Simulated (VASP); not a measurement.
A VASP calculation is set up with these files.

KPOINTS:
```
Regular mesh
0
G
 5 5 4
```

INCAR:
```
NSW = 60   # most ionic steps
PREC = Accurate
LMIXTAU = .True.
EDIFF = 1E-6   # SCF stop (eV)
ALGO = Normal   # blocked Davidson
EDIFFG = -0.02   # ionic stop
LREAL = .False.
LMAXMIX = 4   # l cut-off of mixed one-centre charges
SIGMA = 0.05
LCHARG = .False.
LWAVE = .False.
ISMEAR = 0   # Gaussian
METAGGA = R2SCAN
ENCUT = 400   # plane-wave cut-off (eV)
LASPH = .True.   # aspherical one-centre terms
IBRION = 2   # conjugate gradients
NELM = 100
ISIF = 3
SYSTEM = Se
```

**POSCAR**
```
Se
1
    2.2506733684    -3.8982806100    -0.0000000000
    2.2506733684     3.8982806100     0.0000000000
    0.0000000000    -0.0000000000     4.9858397816
Se
3
Direct
  0.0000000000   0.2175462911   0.6666670000
  0.7824537089   0.7824537089   0.0000000000
  0.2175462911   0.0000000000   0.3333330000
```

POTCAR, in this order: Se (PBE.64 set). Program: vasp_std.

**Question.** Write an equivalent input for Ansatz.

**Answer.** One equivalent input (not run):
Ansatz 0.2 input:
```yaml
crystal:
  lattice:
    - [2.2506734, -3.8982806, 0.0000000]
    - [2.2506734, 3.8982806, 0.0000000]
    - [0.0000000, 0.0000000, 4.9858398]
  atoms:
    - { symbol: Se, position: [0.0000000, 0.2175463, 0.6666670] }
    - { symbol: Se, position: [0.7824537, 0.7824537, 0.0000000] }
    - { symbol: Se, position: [0.2175463, 0.0000000, 0.3333330] }
kpoints:
  mp_grid: { grid: [5, 5, 4] }
hamiltonian:
  xc: r2scan
  pseudopotentials: { kind: paw }
scf:
  occupations: { method: gaussian, width: 0.05 }
  max_iter: 100
relax:
  max_steps: 60
  f_tol: 0.02
  cell: {}
output: { forces: true, stress: true, eigenvalues: true }
```
Limits of the translation: each code has its own PAW files, so the cut-off isn't converted (ENCUT is set for VASP's; basis.ecutwfc is left out, and Ansatz then takes the one that its files recommend); Ansatz stops its SCF on the density residual and VASP on the energy change (EDIFF).

The compound is Se in the trig structure. It was relaxed first, which changed the volume by +7 %. The start is the result of an earlier pass.
